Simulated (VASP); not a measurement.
Crystal: GaP.

```
Ga P
1.0
     0.00000    2.72525    2.72525
     2.72525    0.00000    2.72525
     2.72525    2.72525    0.00000
Ga P
1 1
Direct
  0.00000 0.00000 0.00000
  0.25000 0.25000 0.25000
```

| Property | Result |
| --- | --- |
| Program | VASP 6.6.1 |
| Task | relaxation of cell and atoms |
| Functional | LDA |
| Potentials or basis | VASP PAW LDA potentials, release 64 (Ga_d, P) |
| Cutoff | 350 eV |
| k mesh | 6 × 6 × 6 |
| Occupations | gaussian, width 0.02 eV |
| Spin | no spin polarisation |

At the start: pressure -2.8 GPa; volume 20.24 Å³/atom.

Problem. Where does the relaxation end?

Solution. Over 3 steps the energy falls by 5.9 meV/atom and the volume is 19.58 Å³/atom (-3.3 %); space group F-43m (No. 216, to 0.05 Å).

Step by step:
```tsv
step	energy change (eV)	largest force (eV/Å)	pressure (GPa)	volume (Å³)
1	0.0000	0.0000	-2.77	40.48
2	-0.0083	0.0000	1.66	38.46
3	-0.0119	0.0000	-0.01	39.16
```

Final structure:
```
CELL_PARAMETERS angstrom
0.00000 2.69517 2.69517
2.69517 0.00000 2.69517
2.69517 2.69517 0.00000
ATOMIC_POSITIONS crystal
Ga 0.00000 0.00000 0.00000
P 0.25000 0.25000 0.25000
```

Caveat: the cutoff is under 1.25 times the usual one of these potentials, so pressure, stress and relaxed cells hold a basis-set (Pulay) error.
